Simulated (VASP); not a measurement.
The system is W2C3.

```
W C
1.0
     2.72168    1.57136    4.87520
    -2.72168    1.57136    4.87520
     0.00000   -3.14273    4.87520
W C
4 6
Direct
  0.64800 0.64800 0.64800
  0.85200 0.85200 0.85200
  0.35200 0.35200 0.35200
  0.14800 0.14800 0.14800
  0.55600 0.94400 0.25000
  0.25000 0.55600 0.94400
  0.94400 0.25000 0.55600
  0.05600 0.75000 0.44400
  0.75000 0.44400 0.05600
  0.44400 0.05600 0.75000
```

The cell was built by a generator and needn't be a form met in nature.

| Property | Result |
| --- | --- |
| Program | VASP 6.6.1 |
| Task | relaxation of cell and atoms |
| Functional | PBE |
| Potentials or basis | VASP PAW PBE potentials, release 64 (W_sv, C) |
| Cutoff | 520 eV |
| k mesh | 4 × 4 × 4 |
| Occupations | gaussian, width 0.15 eV |
| Spin | no spin polarisation |

At the start: pressure -15.4 GPa; volume 12.51 Å³/atom.

Q: How do energy, volume and symmetry change on relaxing?

A: Over 10 steps the energy falls by 76.6 meV/atom and the volume is 11.85 Å³/atom (-5.3 %); space group R-3c (No. 167, to 0.05 Å).

The path:
```tsv
step	energy change (eV)	largest force (eV/Å)	pressure (GPa)	volume (Å³)
1	0.0000	0.5784	-15.42	125.10
2	0.9388	0.1839	42.51	104.46
3	-0.5208	0.4218	1.66	116.93
4	-0.5215	0.4109	2.04	116.70
5	-0.6693	0.4190	1.11	117.49
6	-0.7069	0.4538	0.01	118.06
7	-0.7467	0.2753	-0.37	118.24
8	-0.7606	0.1660	-0.28	118.34
9	-0.7630	0.1813	-0.57	118.56
10	-0.7659	0.0767	-0.23	118.46
```

Final structure:
```cif
data_structure
_symmetry_space_group_name_H-M 'P 1'
_symmetry_Int_Tables_number 1
_cell_length_a 5.8569
_cell_length_b 5.8569
_cell_length_c 5.8569
_cell_angle_alpha 52.912
_cell_angle_beta 52.912
_cell_angle_gamma 52.912
_cell_volume 118.46
loop_
_atom_site_label
_atom_site_type_symbol
_atom_site_fract_x
_atom_site_fract_y
_atom_site_fract_z
_atom_site_occupancy
W1 W 0.65413 0.65413 0.65413 1
W2 W 0.84587 0.84587 0.84587 1
W3 W 0.34587 0.34587 0.34587 1
W4 W 0.15413 0.15413 0.15413 1
C1 C 0.56599 0.93401 0.25000 1
C2 C 0.25000 0.56599 0.93401 1
C3 C 0.93401 0.25000 0.56599 1
C4 C 0.06599 0.75000 0.43401 1
C5 C 0.75000 0.43401 0.06599 1
C6 C 0.43401 0.06599 0.75000 1
```

Caveat: the relaxation stopped at a loose force limit of 0.08 eV/Å, so its end isn't a converged minimum.
